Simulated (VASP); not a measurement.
An input for Ansatz (written as the equivalent of a VASP run, and not itself run):

Ansatz 0.2 input:
```yaml
crystal:
  lattice:
    - [4.1938819, 0.0000000, 0.0000000]
    - [0.0000000, 4.1938819, 0.0000000]
    - [0.0000000, 0.0000000, 2.6825246]
  atoms:
    - { symbol: Si, position: [0.0000000, 0.0000000, 0.0000000] }
    - { symbol: Si, position: [0.5000000, 0.5000000, 0.5000000] }
    - { symbol: O, position: [0.3057128, 0.3057128, 0.0000000] }
    - { symbol: O, position: [0.8057128, 0.1942872, 0.5000000] }
    - { symbol: O, position: [0.1942872, 0.8057128, 0.5000000] }
    - { symbol: O, position: [0.6942872, 0.6942872, 0.0000000] }
kpoints:
  mp_grid: { grid: [5, 5, 7] }
hamiltonian:
  xc: r2scan
  dispersion: rvv10
  pseudopotentials: { kind: paw }
scf:
  occupations: { method: gaussian, width: 0.05 }
  max_iter: 100
relax:
  max_steps: 60
  f_tol: 0.02
  cell: {}
output: { forces: true, stress: true, eigenvalues: true }
```

**Question.** Translate this input to VASP (INCAR, KPOINTS, POSCAR, choice of POTCAR).

**Answer.** One answer among several that fit: 
### INCAR
```
# general
SYSTEM   = SiO2
PREC     = Accurate
ENCUT    = 520
LREAL    = F   # projection in real space or not
LASPH    = T   # aspherical one-centre terms

# electronic loop
EDIFF    = 1E-6   # SCF stop (eV)
NELM     = 100
ALGO     = Normal
LMIXTAU  = T

# smearing
ISMEAR   = 0   # Gaussian
SIGMA    = 0.05   # width (eV)

# functional
METAGGA  = R2SCAN
LUSE_VDW = T
BPARAM   = 11.95
CPARAM   = 0.0093

# ions
IBRION   = 2
NSW      = 60   # most ionic steps
ISIF     = 3   # ions, shape and volume
EDIFFG   = -0.02   # ionic stop

# output
LWAVE    = F
LCHARG   = F
```

File POSCAR:
```
SiO2
1.0
  4.1938818509   0.0000000000   0.0000000000
  0.0000000000   4.1938818509   0.0000000000
  0.0000000000   0.0000000000   2.6825246477
Si O
2 4
Cart
  0.0000000000   0.0000000000   0.0000000000
  2.0969409255   2.0969409255   1.3412623239
  1.2821235208   1.2821235208   0.0000000000
  3.3790644462   0.8148174047   1.3412623239
  0.8148174047   3.3790644462   1.3412623239
  2.9117583301   2.9117583301   0.0000000000
```

KPOINTS:
```
Automatic mesh
0
Gamma
5 5 7
0 0 0
```

POTCAR, in this order: Si O (PBE.64 set). Program: vasp_std.

What does not carry over: each code has its own PAW files, so the cut-off isn't converted (ENCUT is set for VASP's; basis.ecutwfc is left out, and Ansatz then takes the one that its files recommend); Ansatz stops its SCF on the density residual and VASP on the energy change (EDIFF).

The compound is SiO2 in the rutile structure, stishovite, a high-pressure form. This run relaxes it. Symmetry was kept, so distortions that lower it aren't found. The start is the result of an earlier pass.
